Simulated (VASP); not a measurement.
Input:

```xyz
2
Lattice="0.0000 1.7422 1.7422 1.7422 0.0000 1.7422 1.7422 1.7422 0.0000" Properties=species:S:1:pos:R:3 pbc="T T T"
B      0.0000     0.0000     0.0000
N      1.7422     1.7422     1.7422
```

Method: PBEsol GGA, VASP's PBE PAW potentials (set 64) (plane waves; VASP). Numerical set-up: 620 eV cut-off, 13×13×13 Γ-centred mesh, Gaussian smearing of 0.050 eV, potentials B N.

### Question
Estimate the energy per atom (σ→0).

### Answer

```yaml
energy per atom (σ→0): -7.494 eV/atom
```

The structure was generated: BN was put into the rock salt type (Fm-3m), which need not be its known phase. It was relaxed first, which changed the volume by +13 %.
